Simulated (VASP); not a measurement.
Crystal: AgCl.

```
Ag Cl
1.0
     0.00000    2.77318    2.77318
     2.77318    0.00000    2.77318
     2.77318    2.77318    0.00000
Ag Cl
1 1
Direct
  0.00000 0.00000 0.00000
  0.50000 0.50000 0.50000
```

The cell was built by a generator and needn't be a form met in nature.

Base run:

```yaml
Program: VASP 6.6.1
Functional: PBE
Potentials_or_basis: VASP PAW PBE potentials, release 64 (Ag, Cl)
Cutoff: 520 eV
k_mesh: 6 × 6 × 6
Occupations: gaussian, width 0.01 eV
Spin: no spin polarisation
```

Its results: band gap on the k mesh 0.91 eV, indirect (least direct gap 3.23 eV); pressure 1.5 GPa.

Task: The run is repeated on the same cell with these changes: functional from PBE to HSE06; k mesh from 6 × 6 × 6 to 4 × 4 × 4. What comes out?

Result: Band gap on the k mesh 2.40 eV, indirect (least direct gap 4.63 eV); pressure 1.3 GPa.

Several settings changed at once, so the effect can't be laid on one alone.

Caveats: some runs use coarse meshes; the PAW data sets were made with another functional, which shifts forces and pressure a little (some runs).

A k mesh can miss the band edges.
